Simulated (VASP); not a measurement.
BaTiO3 (space group R3m): computed properties

Method: LDA (Ceperley-Alder, Perdew-Zunger), VASP's LDA PAW potentials (set 64) (plane waves; VASP).

```yaml
space_group: R3m (160)
cell: a = 5.6014 Å, b = 5.6014 Å, c = 6.8700 Å, α = 90.00°, β = 90.00°, γ = 120.00°
volume_per_atom: 12.44 Å^3/atom
band gap (over mesh and band path): 2.07 eV
smallest direct gap (over mesh and band path): 2.34 eV
band_edge_character_without_spin_orbit_coupling: indirect, T to Γ
band_gap_with_spin_orbit_coupling: 2.06 eV
density: 6.22 g/cm³
optical Γ-point spectrum: 173 (×2), 184, 187 (×2), 232, 289, 302 (×2), 482 (×2), 510 cm⁻¹
```

```xyz
5
Lattice="2.8007 1.6170 2.2900 -2.8007 1.6170 2.2900 0.0000 -3.2340 2.2900" Properties=species:S:1:pos:R:3 pbc="T T T"
Ba     0.0000     0.0000     6.8612
Ti     0.0000     0.0000     3.4904
O     -1.3870     0.8008     4.4983
O      0.0000    -1.6015     4.4983
O      1.3870     0.8008     4.4983
```

The path is coarsely sampled, so an indirect gap can come out somewhat too large. Unless said otherwise, spin-orbit coupling is left out, though it shifts the bands of the heavy elements here.

The structure comes from a computed database's BaTiO3 entry (R3m); how it stands against other phases isn't given here. It was relaxed first, which changed the volume by -5 %. Symmetry was kept, so distortions that lower it aren't found.
